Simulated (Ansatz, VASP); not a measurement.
RhN in VASP and in Ansatz

File INCAR:

```
SYSTEM = RhN
  ALGO = Normal
  EDIFF = 1E-6
  ENCUT = 520
  ISIF = 2
  ISMEAR = -1
  LASPH = .True.
  LCHARG = .False.
  LREAL = .False.
  LWAVE = .False.
  NBANDS = 17
  NELM = 60
  PREC = Accurate
  SIGMA = 0.1
```

The input KPOINTS:

```
k-points
0
Gamma
  15 15 15
  0 0 0
```

The input POSCAR:

```
RhN
1.0
    2.2389846327      0.0000000000      0.0000000000
    0.0000000000      2.2389846327      0.0000000000
    0.0000000000      0.0000000000      2.2389846327
Rh N
1 1
Direct
    0.0000000000      0.0000000000      0.0000000000
    0.5000000000      0.5000000000      0.5000000000
```

Input for Ansatz:

```yaml
crystal:
  lattice:
    - [2.2389846327, 0.0, 0.0]
    - [0.0, 2.2389846327, 0.0]
    - [0.0, 0.0, 2.2389846327]
  atoms:
    - { symbol: Rh, position: [0.0, 0.0, 0.0] }
    - { symbol: "N", position: [0.5, 0.5, 0.5] }
kpoints:
  mp_grid: { grid: [15, 15, 15] }
scf:
  occupations: { method: fermi_dirac, width: 0.1 }
hamiltonian:
  xc: lda
  pseudopotentials: { kind: all_electron, lapw: { basis_error: 0.001 } }
output:
  forces: true
  stress: true
  eigenvalues: true
  populations: true
```

Change from the starting cell: volume scaled by 0.6, LAPW.

Alike in both runs: task single point; functional LDA; k mesh 15 × 15 × 15; occupations fermi-dirac, width 0.1 eV; no spin polarisation.

|  | VASP | Ansatz |
| --- | --- | --- |
| version | VASP 6.6.1 | Ansatz 0.2.0 |
| potentials or method | VASP PAW LDA potentials, release 64 (Rh_pv, N) | all-electron LAPW, scalar-relativistic |
| plane-wave cutoff (eV) | 520 | see its input |

|  | VASP | Ansatz | Ansatz less VASP |
| --- | --- | --- | --- |
| pressure (GPa) | 544.4 | 536.8 | -7.55 |

Ansatz ran all-electron here, so the differences hold the error of VASP's frozen core and of both bases.

Caveats: the cell as given lies far from equilibrium; so large a pressure means that the cell lies far from this level's equilibrium, or that cutoff or potentials fall short (VASP).
